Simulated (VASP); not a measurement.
Given:

```xyz
3
Lattice="2.0372 -3.5286 0.0000 2.0372 3.5286 0.0000 0.0000 0.0000 6.6831" Properties=species:S:1:pos:R:3 pbc="T T T"
Mg     4.0745     0.0000     0.0000
I      2.0372     1.1762     1.6539
I      2.0372    -1.1762     5.0292
```

These are LDA (Ceperley-Alder, Perdew-Zunger), VASP's LDA PAW potentials (set 64) (plane waves; VASP 6.6.1) values and carry that method's errors. Numerical set-up: 400 eV cut-off, 6×6×4 Γ-centred mesh, Gaussian smearing of 0.010 eV, potentials Mg I.

Tensors are in the Cartesian frame of the cell as typed.

**Question.** Give the electronic dielectric tensor ε∞ (DFPT, local fields included).

**Answer.** 
```
4.81  0.00  0.00
0.00  4.81  0.00
0.00  0.00  4.32
```

**Question.** Give the Born effective charges.

**Answer.** 
| atom | Z*xx | Z*yy | Z*zz | mean |
|---|---|---|---|---|
| Mg1 | 2.48 | 2.48 | 1.64 | 2.20 |
| I2 | -1.24 | -1.24 | -0.82 | -1.10 |
| I3 | -1.24 | -1.24 | -0.82 | -1.10 |

**Question.** And the static tensor with the ions free?

**Answer.** 
```
8.93  0.00  0.00
0.00  8.93  0.00
0.00  0.00  5.17
```

**Question.** Which frequencies do the optical Γ-point modes have (no LO-TO splitting)?

**Answer.** 69 (×2), 111, 186 (×2), 271 cm⁻¹.

The compound is MgI2 in the 1T layered structure. It was relaxed first, which changed the volume by -6 %.
